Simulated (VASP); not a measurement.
Given:

```xyz
2
Lattice="0.0000 3.1936 3.1936 3.1936 0.0000 3.1936 3.1936 3.1936 0.0000" Properties=species:S:1:pos:R:3 pbc="T T T"
In     3.1936     3.1936     0.0000
Sb     1.5968     1.5968     1.5968
```

Method: LDA (Ceperley-Alder, Perdew-Zunger), VASP's LDA PAW potentials (set 64) (plane waves; VASP). Numerical set-up: 520 eV cut-off, 10×10×10 Γ-centred mesh, first-order Methfessel-Paxton smearing of 0.10 eV, potentials In_d Sb.

Give the stress tensor in GPa (positive for a compressed cell).

```
1.56  0.00  0.00
0.00  1.56  0.00
0.00  0.00  1.56
```
The pressure is its mean diagonal, 1.56 GPa.

The compound is InSb in the zinc blende structure. This cell is one point of a volume scan, at 0.97 of the reference volume.
